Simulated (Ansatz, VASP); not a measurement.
**One calculation of Si3B3I, two programs**

```
CELL_PARAMETERS angstrom
4.90177 0.00000 0.00000
0.00000 4.90177 0.00000
0.00000 0.00000 4.90177
ATOMIC_POSITIONS crystal
Si 0.50000 0.00000 0.00000
Si 0.00000 0.50000 0.00000
Si 0.00000 0.00000 0.50000
B 0.00000 0.50000 0.50000
B 0.50000 0.00000 0.50000
B 0.50000 0.50000 0.00000
I 0.00000 0.00000 0.00000
```

Alike in both runs: functional PBE; k mesh 8 × 8 × 8; occupations gaussian, width 0.1 eV; no spin polarisation.

Ansatz relaxed the structure, and its values are those at the end. VASP's run is a single point on that final structure, the one shown.

|  | VASP | Ansatz |
| --- | --- | --- |
| version | VASP 6.6.1 | Ansatz 0.2.0 |
| potentials or method | VASP PAW PBE potentials, release 64 (Si, B, I) | scalar-relativistic, plane waves, PAW |
| plane-wave cutoff (eV) | 520 | 420 |
| valence electrons in the cell | 28 | 38 |

```tsv
	VASP	Ansatz	Ansatz less VASP
gap on the k mesh at the Fermi level (eV)	none	none	-
pressure (GPa)	0.0	0.0	-0.02
```

A gap of «none» marks a metal or a gap that the smearing closes. The functional is the same, so the differences come from potentials, cutoffs and numerics. The two sets of potentials don't hold the same shells in valence.

Spin-orbit coupling is left out, which matters for the levels of I.
